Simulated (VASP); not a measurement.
Calculation: r2SCAN meta-GGA, VASP's PBE PAW potentials (set 64) (plane waves; VASP).

VASP input:

File KPOINTS:
```
Automatic mesh
0
Gamma
11 11 11
0 0 0
```

INCAR:
```
ALGO  =  Normal
EDIFF  =  1E-6
EDIFFG  =  -0.01
ENCUT  =  520
IBRION  =  2
ISIF  =  3
ISMEAR  =  1
LASPH  =  .True.
LCHARG  =  .False.
LMAXMIX  =  4
LMIXTAU  =  .True.
LREAL  =  .False.
LWAVE  =  .False.
METAGGA  =  R2SCAN
NELM  =  100
NSW  =  60
PREC  =  Accurate
SIGMA  =  0.1
SYSTEM  =  TiC
```

POSCAR:
```
TiC
1
    3.0680000000     0.0000000000     0.0000000000
    0.0000000000     3.0680000000     0.0000000000
    0.0000000000     0.0000000000     3.0680000000
Ti C
1 1
Direct
  0.0000000000   0.0000000000   0.0000000000
  0.5000000000   0.5000000000   0.5000000000
```

POTCAR, in this order: Ti_sv C (PBE.64 set). Program: vasp_std.

Question: What will the output report for the number of irreducible k-points (NKPTS), number of bands (NBANDS), largest plane-wave count, number of space-group operations, FFT grid (NGX, NGY, NGZ)?

Answer: 
```yaml
number of irreducible k-points (NKPTS): 56
number of bands (NBANDS): 12
largest_plane_wave_count: 792
number_of_space_group_operations: 48
FFT grid (NGX, NGY, NGZ): 24 × 24 × 24
```

The structure was generated: TiC was put into the CsCl type type (Pm-3m), which need not be its known phase. This run relaxes it. Symmetry was kept, so distortions that lower it aren't found.
